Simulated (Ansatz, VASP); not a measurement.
# BP: VASP beside Ansatz

Aim: how closely do two programs agree when they are given the same cell, functional and k mesh? The cell is taken from a series of runs on this material, whose earlier steps may have relaxed, scaled, displaced or heated it; both programs get it as it stands.

Main program and level: Ansatz 0.2.0; plane waves, with VASP 6.6.1 beside it; zone-centre phonons at LDA.

### Step 1. Starting point

The structure is cubic, space group F-43m (No. 216). The conventional cell has a = 4.491 Å, b = 4.491 Å, c = 4.491 Å, α = 90.00°, β = 90.00°, γ = 90.00°. B has 4 P at 1.94 Å nearest. Nearest to P lie 4 B at 1.94 Å. Farther neighbours are not listed.

Coordinates:

```cif
data_structure
_symmetry_space_group_name_H-M 'P 1'
_symmetry_Int_Tables_number 1
_cell_length_a 3.1753
_cell_length_b 3.1753
_cell_length_c 3.1753
_cell_angle_alpha 60.000
_cell_angle_beta 60.000
_cell_angle_gamma 60.000
_cell_volume 22.64
loop_
_atom_site_label
_atom_site_type_symbol
_atom_site_fract_x
_atom_site_fract_y
_atom_site_fract_z
_atom_site_occupancy
B1 B 0.00000 0.00000 0.00000 1
P2 P 0.75000 0.75000 0.75000 1
```

### Step 2. Ansatz: zone-centre phonons, LDA

Ansatz runs on its PAW soft_1 files.

Second derivatives magnify differences that forces hide, and they need a tight electronic threshold.

File input.yaml:

```yaml
crystal:
  lattice:
    - [0.0, 2.2452912038, 2.2452912038]
    - [2.2452912038, 0.0, 2.2452912038]
    - [2.2452912038, 2.2452912038, 0.0]
  atoms:
    - { symbol: B, position: [0.0, 0.0, 0.0] }
    - { symbol: P, position: [0.75, 0.75, 0.75] }
total_charge: 0.033958
kpoints:
  mp_grid: { grid: [36, 36, 36] }
hamiltonian:
  xc: lda
  pseudopotentials: { kind: paw, azcp: { folder: soft_1 }, xc_functional: pbe }
scf:
  occupations: { method: fermi_dirac, width: 0.03 }
output:
  eigenvalues: true
phonons:
  method: dfpt
```

Launch:

```sh
$ ansatz run input.yaml --threads 4 --pin off --max-ram 16384MiB --backend cpu --events-out ev --progress --plain --runs-dir out
```

Numbers of over 12 decimals in the logs are rounded to 6 here.

The log of the run:

```text
zone centre: on kpoints.mp_grid the ground state, and the responses unless they are solved on pairs of k-points, stand on 3349 of the mesh's 46656 k-points, reduced under 8 symmetry operations, with k and −k counted as one. Each operation leaves every solved displacement unchanged or reverses it
Engine: ansatz 0.2.0, aarch64-unknown-linux-gnu
Pseudopotentials: kind: paw
Pseudopotential: B, paw, valence charge 3, recommended cutoff 420 eV (normal), soft_1/B.paw.azcp
Pseudopotential: P, paw, valence charge 5, recommended cutoff 420 eV (normal), soft_1/P.paw.azcp
Functional definition: SPW92
  exchange = slater_x
  correlation = pw_c
Crystal: 2 atoms, lattice volume = 22.639 Å³
Basis set: ecut = 420 eV, 459 PW (Γ), exchange–correlation on 48×48×48 points (8 copies of the dense FFT grid, shifted against one another)
Bands: 8, of which v1, the nominal top of the filled ones, is band 4 counted from 1 (3 counted from 0)
Symmetry: 24 space group operations
k-points: 3349 of 46656 (irreducible under 8 space group operations, time reversal used)
Non-local potential: B, projectors of the file, l = 0: 2, l = 1: 2, l = 2: 1
Non-local potential: P, projectors of the file, l = 0: 2, l = 1: 2, l = 2: 1
PAW form: soft (Blöchl's): semilocal exchange-correlation on the pseudo side does not see the compensation charge
PAW frozen core: B, regenerated for the run's functional, and the local potential with it (the file was generated under x = pbe(κ = 0.804, μ = 0.219515), c = pbe(β = 0.066725))
PAW frozen core: P, regenerated for the run's functional, and the local potential with it (the file was generated under x = pbe(κ = 0.804, μ = 0.219515), c = pbe(β = 0.066725))
PAW one-centre angular grid: B, 110 points (default); XC on 64 Gauss nodes
PAW one-centre angular grid: P, 110 points (default); XC on 64 Gauss nodes
Initial density: superposition of atomic densities (chi_scale 0.1, normalization cell, long waves kept (reshape's long-wave potential 0.00 eV rms))
Initial wavefunctions: pseudopotential atomic-orbital guess
Functional: x = slater, c = lda
SCF iter   1: F=—  HF=-877.784401 eV  |F-HF|=—  |Δ(HF+E_count)|=         —  Δρ=9.54e-2  dr2=2.31e0  ethr=3.10e-3  ⟨swp⟩=6.3  Hψ=258664  notcnv=0
preconditioner: auto → none  [metal: Δε(μ)=0.005 eV  Ē_g=13.132 eV  σ=0.030 eV  W_gap=0.04  n_scr=0 (ndim 8)  ℏωp=22.0 eV  f_vac=0.000  D(μ)=0.18/eV (n_scr^D=0)]
SCF iter   2: F=—  HF=-877.007349 eV  |F-HF|=—  |Δ(HF+E_count)|=   7.77e-1  Δρ=2.97e-2  dr2=1.52e-1  ethr=3.10e-3  ⟨swp⟩=3.0  Hψ=82178  notcnv=0
SCF iter   3: F=—  HF=-876.956852 eV  |F-HF|=—  |Δ(HF+E_count)|=   5.05e-2  Δρ=1.10e-2  dr2=1.74e-2  ethr=1.91e-3  ⟨swp⟩=3.0  Hψ=53521  notcnv=0
SCF iter   4: F=—  HF=-876.951714 eV  |F-HF|=—  |Δ(HF+E_count)|=   5.14e-3  Δρ=1.57e-3  dr2=2.61e-4  ethr=2.18e-4  ⟨swp⟩=3.0  Hψ=53559  notcnv=0
SCF iter   5: F=—  HF=-876.951659 eV  |F-HF|=—  |Δ(HF+E_count)|=   5.52e-5  Δρ=5.93e-5  dr2=2.97e-7  ethr=3.28e-6  ⟨swp⟩=2.0  Hψ=35367  notcnv=0
SCF iter   6: F=—  HF=-876.951659 eV  |F-HF|=—  |Δ(HF+E_count)|=   3.13e-7  Δρ=1.18e-5  dr2=1.45e-8  ethr=3.72e-9  ⟨swp⟩=2.3  Hψ=40046  notcnv=0
SCF iter   7: F=—  HF=-876.951659 eV  |F-HF|=—  |Δ(HF+E_count)|=   2.06e-9  Δρ=5.53e-7  dr2=9.05e-11  ethr=1.82e-10  ⟨swp⟩=2.0  Hψ=40146  notcnv=0
SCF iter   8: F=-876.951659 eV  HF=-876.951659 eV  |F-HF|=0.00e0  |Δ(HF+E_count)|=  4.13e-11  Δρ=1.54e-8  dr2=5.58e-14  ethr=1.00e-12  ⟨swp⟩=7.1  Hψ=159592  notcnv=0
SCF 1 converged in 8 iterations: F = -876.951659 eV  dr2 = 5.58e-14
  greatest PAW one-centre occupation: 0.763 electrons in one spin orbital (limit 2), on the P atom at site 1 (counted from 0), in its partial waves of l = 0
DFPT response loops at Γ: preconditioner auto → Kerker (q_TF=auto, 2.292 Å⁻¹) (partly filled bands, converged f_vac=0.000); β = 1.00, the filter's whole step (`scf.mixing.beta` (0.50) is not read by the response loops under this deck's `scf.mixing.preconditioner`; to damp them name `kerker` or `kerker_dos`, under which they read `scf.mixing.beta`, and type it under 1.00, their step now; both keys bind the ground state too); Broyden in place of MSR1
SCF converged after 8 iterations
Free energy (F): -876.951659 eV
Harris-Foulkes:  -876.951659 eV  (|F-HF|=0.00e0)
Internal energy: -876.951189 eV  (E = F + TS)
E sigma→0 (E₀):  -876.951424 eV
Entropy (-TS):   -0.000470 eV (-0.235 meV/atom)
Fermi energy:    9.105129 eV
--- Per-component energies (eV) ---
  E_band       = 22.726375
  E_kinetic    = 121.628385
  E_local      = -60.946593  (includes V_loc(G=0)·N_el)
  E_nonlocal   = 41.694849
  E_hartree    = 16.552210
  E_xc         = -106.146897
  E_vxc        = -101.473489  (∫ρ·V_xc dr)
  E_paw        = -601.390218  (= ΣΔE_a)
  E_vpaw       = -11.281203  (= ΣTr[D̂ρ^β])
  E_aug_tail   = 0.000009  (compensation charges beyond the density's cutoff)
  E_ewald      = -288.506120
  E_core_change = 0.163186  (= ΣΔE_core)
  E_smearing   = -0.000470  (= −TS)
  E_closure    = -0.000000  (closes the sum)
  E_deformation_potential = 0.568749  (in the stress; not in F)
  Σ components = -876.951659   (vs F -876.951659, Δ=0.00e0)
--- Band table (eV; the first three rows and the last of 3349) ---
  k-point 0: bands = ["-6.2065", "9.4548", "9.4548", "9.4548", "12.8942", "12.8942", "12.8942", "17.2847"]
  k-point 1: bands = ["-6.1922", "9.3289", "9.4282", "9.4282", "12.9309", "12.9309", "12.9517", "17.3237"]
  k-point 2: bands = ["-6.1494", "8.9846", "9.3523", "9.3523", "13.0356", "13.0356", "13.0924", "17.4388"]
  k-point 3348: bands = ["-0.9156", "1.3971", "3.6031", "3.7992", "14.6994", "16.2042", "16.8057", "17.0894"]
--- Phonons (Γ-DFPT): 2 representative perturbations + reference, on 3349 of 46656 k-points (Σ response iterations 5) ---
  k mesh reduced under 8 symmetry operations, with k and −k counted as one. Each operation leaves every solved displacement unchanged or reverses it
  ASR residual: 9.068e-6 → 0.000e0 eV/Å²; symmetrization residual: 7.036e-8 eV/Å²
  ASR residual per site (eV/Å²): 9.07e-6 5.70e-6
  Γ frequencies (cm⁻¹): 0.00 0.00 0.00 730.29 730.29 730.29
  non-analytic LO–TO correction: not included (Born effective charges unavailable; polar crystals: no LO–TO splitting at Γ)
```

In the SCF lines HF is the Harris–Foulkes energy and dr2 the Hartree energy of the density residual, in eV; the loop may stop once dr2 is under the threshold and the program's other checks hold. Hψ counts applications of the Hamiltonian.

### Step 3. VASP: zone-centre phonons, LDA

The same cell, functional (in two slightly different forms), mesh and smearing now go to VASP, with its own data sets.

Lines of VASP's logs that name or quote its potential files are left out, and so is its time.

File INCAR:

```
SYSTEM = BP
PREC = Accurate
ENCUT = 500
EDIFF = 1E-08
NELM = 120
ISMEAR = -1
SIGMA = 0.03
LREAL = .FALSE.
ALGO = Normal
GGA = PW92
NELECT = 7.966042
NBANDS = 9
LORBIT = 11
LWAVE = .FALSE.
LCHARG = .FALSE.
ISIF = 2
IBRION = 8
LASPH = .TRUE.
GGA_COMPAT = .FALSE.
KPAR = 2
```

File POSCAR:

```
BP
1.0
    0.0000000000      2.2452912038      2.2452912038
    2.2452912038      0.0000000000      2.2452912038
    2.2452912038      2.2452912038      0.0000000000
B P
1 1
Direct
    0.0000000000      0.0000000000      0.0000000000
    0.7500000000      0.7500000000      0.7500000000
```

File KPOINTS:

```
Automatic mesh
0
Gamma
36 36 36
0 0 0
```

Potentials, in the order of the species: B and P (LDA family, release 64).

Launch:

```sh
$ mpirun -np 2 vasp_std
```

The log of the run:

```text
[banner, memory and clock lines left out]
running    2 mpi-ranks, on    1 nodes
 distrk:  each k-point on    1 cores,    2 groups
 distr:  one band on    1 cores,    1 groups

 POSCAR found type information on POSCAR B P
 POSCAR found :  2 types and       2 ions
|                                                                             |
|               ----> ADVICE to this user running VASP <----                  |
|                                                                             |
|     You enforced a specific xc type in the INCAR file but a different       |
|     [... a line on the potential file left out ...]
|     I HOPE YOU KNOW WHAT YOU ARE DOING!                                     |
|                                                                             |

 LDA part: xc-table for (Slater(with rela. corr.)+PW92), standard interpolation
 POSCAR, INCAR and KPOINTS ok, starting setup
 FFT: planning ... GRIDC
 FFT: planning ... GRID_SOFT
 FFT: planning ... GRID
 WAVECAR not read
 entering main loop
       N       E                     dE             d eps       ncg     rms          rms(c)
DAV:   1     0.716544080089E+01    0.71654E+01   -0.34028E+03 22376   0.666E+02
DAV:   2    -0.150883683008E+02   -0.22254E+02   -0.21173E+02 33165   0.111E+02
DAV:   3    -0.155216883535E+02   -0.43332E+00   -0.43176E+00 26611   0.160E+01
DAV:   4    -0.155233673544E+02   -0.16790E-02   -0.16774E-02 32143   0.106E+00
DAV:   5    -0.155233707804E+02   -0.34260E-05   -0.34257E-05 26114   0.371E-02BRMIX: very serious problems
 the old and the new charge density differ
 old charge density:     8.00000 new    7.96604
BRMIX: very serious problems
 the old and the new charge density differ
 old charge density:     8.00000 new    7.96604
    0.762E+00
DAV:   6    -0.147921236256E+02    0.73125E+00   -0.17718E+00 24275   0.678E+00    0.405E+00
DAV:   7    -0.146736369050E+02    0.11849E+00   -0.30670E-01 31871   0.317E+00    0.126E+00
DAV:   8    -0.146610661136E+02    0.12571E-01   -0.34035E-02 25673   0.110E+00    0.246E-01
DAV:   9    -0.146610781383E+02   -0.12025E-04   -0.70603E-04 29334   0.215E-01    0.151E-01
DAV:  10    -0.146610751583E+02    0.29799E-05   -0.12797E-04 24626   0.739E-02    0.286E-02
DAV:  11    -0.146610771437E+02   -0.19854E-05   -0.55938E-06 33258   0.146E-02    0.345E-02
DAV:  12    -0.146610768396E+02    0.30409E-06   -0.17078E-06 25919   0.641E-03    0.715E-03
DAV:  13    -0.146610768464E+02   -0.67427E-08   -0.50832E-08 27227   0.171E-03
   1 F= -.14661077E+02 E0= -.14660842E+02  d E =-.470086E-03
 Linear response reoptimize wavefunctions to high precision
DAV:   1    -0.146610768449E+02    0.14821E-08   -0.89315E-09 25031   0.484E-04
DAV:   2    -0.146610768449E+02   -0.19554E-10   -0.17338E-10 12970   0.120E-04
 Linear response DOF=           2
 Linear response progress:
  Degree of freedom:   1/  2
       N       E                     dE             d eps       ncg     rms          rms(c)
RMM:   1    -0.462618498366E-01   -0.46262E-01   -0.72352E-03281332   0.128E+00
RMM:   2    -0.429619098526E-01    0.32999E-02   -0.11405E-03181845   0.269E-01    0.174E-01
RMM:   3    -0.429044930603E-01    0.57417E-04   -0.38671E-04186569   0.127E-01    0.888E-02
RMM:   4    -0.434538405937E-01   -0.54935E-03   -0.33993E-04179705   0.115E-01    0.103E-02
RMM:   5    -0.434227945268E-01    0.31046E-04   -0.18517E-06193927   0.155E-02    0.141E-03
RMM:   6    -0.434297259773E-01   -0.69315E-05   -0.18682E-07191983   0.219E-03    0.616E-04
RMM:   7    -0.434274510303E-01    0.22749E-05   -0.11808E-07197568   0.594E-04    0.129E-04
RMM:   8    -0.434283553514E-01   -0.90432E-06   -0.20706E-08200119   0.155E-04    0.563E-05
RMM:   9    -0.434279003320E-01    0.45502E-06   -0.26273E-08202827   0.716E-05    0.340E-06
RMM:  10    -0.434278866444E-01    0.13688E-07   -0.26592E-08206559   0.126E-05    0.181E-06
RMM:  11    -0.434278976439E-01   -0.10999E-07   -0.28817E-08184668   0.703E-06    0.360E-07
RMM:  12    -0.434278943911E-01    0.32528E-08   -0.26189E-08132548   0.569E-06    0.876E-08
 first order change of Fermi-energy   0.49840E-04
 force on displaced ion       1 direction 1 : -15.654   0.000   0.000
 Linear response progress:
  Degree of freedom:   2/  2
       N       E                     dE             d eps       ncg     rms          rms(c)
RMM:   1    -0.436147352115E-01   -0.43615E-01    0.12108E-03268875   0.159E+00
RMM:   2    -0.411596748517E-01    0.24551E-02   -0.10246E-03180906   0.247E-01    0.165E-01
RMM:   3    -0.412814346936E-01   -0.12176E-03   -0.77109E-05189247   0.581E-02    0.924E-02
RMM:   4    -0.417343012575E-01   -0.45287E-03   -0.67191E-05184161   0.552E-02    0.112E-02
RMM:   5    -0.416883024729E-01    0.45999E-04   -0.49628E-06195128   0.115E-02    0.434E-03
RMM:   6    -0.416872772188E-01    0.10253E-05   -0.85848E-08195070   0.133E-03    0.339E-03
RMM:   7    -0.416892029728E-01   -0.19258E-05    0.10254E-07196081   0.753E-04    0.204E-04
RMM:   8    -0.416880382766E-01    0.11647E-05    0.73682E-08200027   0.183E-04    0.146E-04
RMM:   9    -0.416875744015E-01    0.46388E-06    0.91661E-08205662   0.756E-05    0.101E-05
RMM:  10    -0.416875738669E-01    0.53460E-09    0.55889E-08208609   0.156E-05    0.939E-06
 first order change of Fermi-energy   0.34200E-04
 force on displaced ion       2 direction 1 : -15.656   0.000   0.000
 Linear response finished
```

Parts of OUTCAR (step 3):

```text
NELECT = 7.966042

 ion  position               nearest neighbor table
   1  0.000  0.000  0.000-   2 1.94   2 1.94   2 1.94   2 1.94
   2  0.750  0.750  0.750-   1 1.94   1 1.94   1 1.94   1 1.94

  LATTYP: Found a face centered cubic cell.
 ALAT       =     4.4905824076

 Subroutine GETGRP returns: Found 24 space group operations
 (whereof 24 operations were pure point group operations)

The static configuration has the point symmetry T_d .

 Found   1240 irreducible k-points:

   k-points           NKPTS =   1240   k-points in BZ     NKDIM =   1240   number of bands    NBANDS=      9

   dimension x,y,z NGX =    24 NGY =   24 NGZ =   24
   dimension x,y,z NGXF=    48 NGYF=   48 NGZF=   48

   ENCUT  =  500.0 eV  36.75 Ry    6.06 a.u.   5.79  5.79  5.79*2*pi/ulx,y,z

 k-points in reciprocal lattice and weights: Automatic mesh
   0.00000000  0.00000000  0.00000000       0.000
   0.02777778  0.00000000  0.00000000       0.000
   0.05555556  0.00000000  0.00000000       0.000
   0.08333333  0.00000000  0.00000000       0.000
   0.11111111  0.00000000  0.00000000       0.000
   0.13888889  0.00000000  0.00000000       0.000
   0.16666667  0.00000000  0.00000000       0.000
   0.19444444  0.00000000  0.00000000       0.000
   0.22222222  0.00000000  0.00000000       0.000
[...]
-0.27777778  0.50000000  0.22222222       0.000
  -0.25000000  0.50000000  0.25000000       0.000

 average (electrostatic) potential at core
       1 -29.5937       2 -81.9358

  Total       -0.4550872     -0.4550872     -0.4550872      0.0000000     -0.0000000      0.0000000
  in kB      -32.2075116    -32.2075116    -32.2075116      0.0000000     -0.0000000      0.0000000
  external PRESSURE =     -32.2075116 kB  Pullay stress =       0.0000000 kB

  energy-cutoff  :      500.00
  volume of cell :       22.64
      direct lattice vectors                 reciprocal lattice vectors
     0.000000000  2.245291204  2.245291204    -0.222688264  0.222688264  0.222688264
     2.245291204  0.000000000  2.245291204     0.222688264 -0.222688264  0.222688264
     2.245291204  2.245291204  0.000000000     0.222688264  0.222688264 -0.222688264

 POSITION                                       TOTAL-FORCE (eV/Angst)
 -----------------------------------------------------------------------------------
      0.00000      0.00000      0.00000         0.000000      0.000000     -0.000000
      3.36794      3.36794      3.36794        -0.000000     -0.000000      0.000000
 -----------------------------------------------------------------------------------
    total drift:                               -0.000000     -0.000000     -0.000000

 Eigenvectors and eigenvalues of the dynamical matrix
 ----------------------------------------------------

   1 f  =   21.849829 THz   137.286528 2PiTHz  728.831860 cm-1    90.363593 meV
             X         Y         Z           dx          dy          dz
      0.000000  0.000000  0.000000    -0.000000    0.450464    0.733709
      3.367937  3.367937  3.367937     0.000000   -0.266147   -0.433496

   2 f  =   21.849829 THz   137.286528 2PiTHz  728.831860 cm-1    90.363593 meV
             X         Y         Z           dx          dy          dz
      0.000000  0.000000  0.000000     0.860957    0.000000    0.000000
      3.367937  3.367937  3.367937    -0.508678    0.000000    0.000000

   3 f  =   21.849829 THz   137.286528 2PiTHz  728.831860 cm-1    90.363593 meV
             X         Y         Z           dx          dy          dz
      0.000000  0.000000  0.000000     0.000000   -0.733709    0.450464
      3.367937  3.367937  3.367937    -0.000000    0.433496   -0.266147

   4 f/i=    0.000592 THz     0.003718 2PiTHz    0.019741 cm-1     0.002448 meV
             X         Y         Z           dx          dy          dz
      0.000000  0.000000  0.000000    -0.256264    0.354728   -0.259325
      3.367937  3.367937  3.367937    -0.433736    0.600392   -0.438919

   5 f/i=    0.000592 THz     0.003718 2PiTHz    0.019741 cm-1     0.002448 meV
             X         Y         Z           dx          dy          dz
      0.000000  0.000000  0.000000    -0.409619   -0.084194    0.289615
      3.367937  3.367937  3.367937    -0.693296   -0.142501    0.490184

   6 f/i=    0.000592 THz     0.003718 2PiTHz    0.019741 cm-1     0.002448 meV
             X         Y         Z           dx          dy          dz
      0.000000  0.000000  0.000000     0.159042    0.354728    0.328065
      3.367937  3.367937  3.367937     0.269184    0.600392    0.555263

 ELASTIC MODULI CONTR FROM IONIC RELAXATION (kBar)
 Direction    XX          YY          ZZ          XY          YZ          ZX
 --------------------------------------------------------------------------------
 XX          -0.0000     -0.0000     -0.0000      0.0000      0.0000     -0.0000
 YY          -0.0000     -0.0000     -0.0000      0.0000      0.0000      0.0000
 ZZ          -0.0000     -0.0000     -0.0000      0.0000      0.0000     -0.0000
 XY           0.0000      0.0000      0.0000   -330.7523     -0.0000      0.0000
 YZ           0.0000      0.0000      0.0000     -0.0000   -330.7523     -0.0000
 ZX          -0.0000      0.0000     -0.0000      0.0000     -0.0000   -330.7523
 --------------------------------------------------------------------------------
```

### Step 4. Differences

Known differences besides the potentials themselves: the cutoff is 420 eV in Ansatz and 500 eV in VASP; VASP's log shows a relativistic correction to its local exchange, Ansatz's none. Total energies have different zeros and are not compared.

Compared:

| quantity | Ansatz | VASP | difference |
| --- | --- | --- | --- |
| optical mode 1 to 3 (cm⁻¹) | 730.3 | 728.8 | +0.20 % |

Modes are paired by rising frequency, not by their patterns, so a pair may set unlike modes beside each other; they are those without the splitting of longitudinal modes. The cell carries a charge of +0.033958 e against a uniform background, so its pressure also hangs on how the neutralising background is counted, and in a defect's cell a gap may be the spacing between its levels.

### Step 5. Summary of results

| Property | Result |
| --- | --- |
| r.m.s. difference of the optical zone-centre modes, each program's sorted by frequency (zone-centre phonons, LDA) | 1.5 cm⁻¹ |

The r.m.s. difference of the optical zone-centre modes, each program's sorted by frequency is 1.5 cm⁻¹ (zone-centre phonons, LDA). How closely two codes agree says nothing of how well the functional describes the real material.

[Lines on the potential files, build, host, timing and source positions are cut from VASP's logs without a mark.]

[Logs are printed without paths, hosts, clocks, repeated set-up lines and the standing remarks that a program may print on its own settings, such as how far it seeks lower states.]

[Hosts, paths, dates, database ids (printed as entryN), source tags and the programs' standing remarks are cut or masked in the printed files.]
